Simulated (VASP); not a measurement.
Method: AM05 GGA, VASP's PBE PAW potentials (set 64) (plane waves; VASP).

Input for VASP

### INCAR
```
ALGO  =  Normal
EDIFF  =  1E-7
ENCUT  =  520
GGA  =  AM
ISIF  =  2
ISMEAR  =  1
LASPH  =  T
LCHARG  =  F
LMAXMIX  =  4
LREAL  =  F
LWAVE  =  F
NELM  =  100
PREC  =  Accurate
SIGMA  =  0.1
SYSTEM  =  TiCo
```

POSCAR:
```
TiCo
1
    2.8696545803     0.0000000000     0.0000000000
    0.0000000000     2.8696545803     0.0000000000
    0.0000000000     0.0000000000     2.8696545803
Ti Co
1 1
Direct
  0.0000000000   0.0000000000   0.0000000000
  0.5000000000   0.5000000000   0.5000000000
```

### KPOINTS
```
Automatic mesh
0
Gamma
12 12 12
0 0 0
```

POTCAR, in this order: Ti_sv Co (PBE.64 set). Program: vasp_std.

The run wrote:

**OUTCAR**
```
 ion  position               nearest neighbor table
   1  0.000  0.000  0.000-   2 2.49   2 2.49   2 2.49   2 2.49   2 2.49   2 2.49   2 2.49   2 2.49
  LATTYP: Found a simple cubic cell.
 ALAT       =     2.8696545803
 Subroutine PRICEL returns:
 Original cell was already a primitive cell.
 Subroutine GETGRP returns: Found 48 space group operations
The static configuration has the point symmetry O_h .
The dynamic configuration has the point symmetry O_h .
 Subroutine INISYM returns: Found 48 space group operations
 Subroutine IBZKPT returns following result:
 Found     84 irreducible k-points:

 Following reciprocal coordinates:
            Coordinates               Weight
  0.000000  0.000000  0.000000      1.000000
  0.083333  0.000000  0.000000      6.000000
  0.166667  0.000000  0.000000      6.000000
  0.250000  0.000000  0.000000      6.000000
  0.333333  0.000000  0.000000      6.000000
  0.416667  0.000000  0.000000      6.000000
  0.500000  0.000000  0.000000      3.000000
  0.083333  0.083333  0.000000     12.000000
  0.166667  0.083333  0.000000     24.000000
  0.250000  0.083333  0.000000     24.000000
  0.333333  0.083333  0.000000     24.000000
  0.416667  0.083333  0.000000     24.000000
  0.500000  0.083333  0.000000     12.000000
  0.166667  0.166667  0.000000     12.000000
  0.250000  0.166667  0.000000     24.000000
  0.333333  0.166667  0.000000     24.000000
  0.416667  0.166667  0.000000     24.000000
  0.500000  0.166667  0.000000     12.000000
  0.250000  0.250000  0.000000     12.000000
  0.333333  0.250000  0.000000     24.000000
  0.416667  0.250000  0.000000     24.000000
  0.500000  0.250000  0.000000     12.000000
  0.333333  0.333333  0.000000     12.000000
  0.416667  0.333333  0.000000     24.000000
  0.500000  0.333333  0.000000     12.000000
...
```

### OSZICAR
```
       N       E                     dE             d eps       ncg     rms          rms(c)
DAV:   1     0.151945213257E+03    0.15195E+03   -0.10491E+04  2352   0.193E+03
DAV:   2    -0.904025024663E+01   -0.16099E+03   -0.15812E+03  2388   0.415E+02
DAV:   3    -0.184052633312E+02   -0.93650E+01   -0.92720E+01  3764   0.109E+02
DAV:   4    -0.186374821277E+02   -0.23222E+00   -0.22994E+00  2908   0.142E+01
DAV:   5    -0.186445353208E+02   -0.70532E-02   -0.70530E-02  3400   0.234E+00    0.159E+01
DAV:   6    -0.173611533283E+02    0.12834E+01   -0.17091E+01  2496   0.641E+01    0.935E+00
DAV:   7    -0.178871474856E+02   -0.52599E+00   -0.24207E+01  3626   0.551E+01    0.168E+01
DAV:   8    -0.163316306801E+02    0.15555E+01   -0.10161E+01  3448   0.338E+01    0.183E+00
DAV:   9    -0.163533991191E+02   -0.21768E-01   -0.30977E-01  3410   0.606E+00    0.182E+00
DAV:  10    -0.163400255864E+02    0.13374E-01   -0.77974E-02  3476   0.372E+00    0.469E-01
DAV:  11    -0.163385394704E+02    0.14861E-02   -0.87406E-03  3120   0.109E+00    0.187E-01
DAV:  12    -0.163382447981E+02    0.29467E-03   -0.12622E-03  3724   0.399E-01    0.451E-02
DAV:  13    -0.163382282656E+02    0.16533E-04   -0.72310E-05  2810   0.993E-02    0.276E-02
DAV:  14    -0.163382235426E+02    0.47230E-05   -0.24897E-05  3606   0.534E-02    0.406E-03
DAV:  15    -0.163382234389E+02    0.10367E-06   -0.80278E-07  2746   0.131E-02    0.110E-03
DAV:  16    -0.163382234638E+02   -0.24909E-07   -0.23706E-08  1470   0.221E-03
   1 F= -.16338223E+02 E0= -.16337975E+02  d E =-.745742E-03
```

### OUTCAR
```
------------------------ aborting loop because EDIFF is reached ----------------------------------------
  FORCE on cell =-STRESS in cart. coord.  units (eV):
  Direction    XX          YY          ZZ          XY          YZ          ZX
  --------------------------------------------------------------------------------------
  Total        1.9460848      1.9460848      1.9460848     -0.0000000     -0.0000000      0.0000000
  in kB      131.9421254    131.9421254    131.9421254     -0.0000000     -0.0000000      0.0000000
  external PRESSURE =     131.9421254 kB  Pullay stress =       0.0000000 kB
  volume of cell :       23.63
      direct lattice vectors                 reciprocal lattice vectors
     2.869654580  0.000000000  0.000000000     0.348473996  0.000000000  0.000000000
     0.000000000  2.869654580  0.000000000     0.000000000  0.348473996  0.000000000
     0.000000000  0.000000000  2.869654580     0.000000000  0.000000000  0.348473996
 POSITION                                       TOTAL-FORCE (eV/Angst)
 -----------------------------------------------------------------------------------
      0.00000      0.00000      0.00000         0.000000      0.000000      0.000000
      1.43483      1.43483      1.43483         0.000000      0.000000      0.000000
 -----------------------------------------------------------------------------------
    total drift:                                0.000000      0.000000     -0.000000
  FREE ENERGIE OF THE ION-ELECTRON SYSTEM (eV)
  ---------------------------------------------------
  free  energy   TOTEN  =       -16.3382234638 eV

  energy  without entropy=      -16.3374777221  energy(sigma->0) =      -16.33797488
```
(Selected blocks of OUTCAR.)

The compound is TiCo in the CsCl type structure. This cell is one point of a volume scan, at 0.94 of the reference volume. The run is not spin-polarised, so no magnetic state was tried. The electron count is odd and the run is not spin-polarised, which forces a metal.
